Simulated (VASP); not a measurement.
VASP ran on this input.

**KPOINTS**
```
Automatic mesh
0
Gamma
8 8 7
0 0 0
```

### POSCAR
```
MgB2
1
    1.5759000000    -2.7295380000     0.0000000000
    1.5759000000     2.7295380000     0.0000000000
    0.0000000000     0.0000000000     3.5904000000
Mg B
1 2
Direct
  0.0000000000   0.0000000000   0.0000000000
  0.3333330000   0.6666670000   0.5000000000
  0.6666670000   0.3333330000   0.5000000000
```

### INCAR
```
ALGO = Normal
EDIFF = 1E-6
ENCUT = 520
GGA = PE
ISIF = 2
ISMEAR = 1
LASPH = .TRUE.
LCHARG = .FALSE.
LREAL = .FALSE.
LWAVE = .FALSE.
NELM = 100
PREC = Accurate
SIGMA = 0.1
SYSTEM = MgB2
```

POTCAR, in this order: Mg B (PBE.64 set). Program: vasp_std.

Task: Write an equivalent input for Quantum ESPRESSO's pw.x.

Result: One equivalent input (not run):
```
&CONTROL
  calculation = 'scf'
  pseudo_dir = './pseudo'
  outdir = './out'
  tprnfor = .true.
  tstress = .true.
/
&SYSTEM
  ibrav = 0
  nat = 3
  ntyp = 2
  ecutwfc = 84
  occupations = 'smearing'
  smearing = 'methfessel-paxton'
  degauss = 0.00735
  input_dft = 'pbe'
/
&ELECTRONS
  conv_thr = 7.3e-08
  electron_maxstep = 100
/
ATOMIC_SPECIES
  Mg 24.305 Mg.upf
  B 10.810 B.upf
CELL_PARAMETERS angstrom
     1.5759000   -2.7295380    0.0000000
     1.5759000    2.7295380    0.0000000
     0.0000000    0.0000000    3.5904000
ATOMIC_POSITIONS crystal
  Mg   0.0000000  0.0000000  0.0000000
  B    0.3333330  0.6666670  0.5000000
  B    0.6666670  0.3333330  0.5000000
K_POINTS automatic
  8 8 7 0 0 0
```
The two are equivalent in intent, not identical: the potentials are each code's own (VASP's PAW set, PseudoDojo norm-conserving files in pw.x), so ENCUT and ecutwfc are chosen apart and not converted; conv_thr bounds pw.x's estimated SCF error, while EDIFF bounds the energy change between steps.

The compound is MgB2 in the AlB2 type structure. The cell was not relaxed at this level.
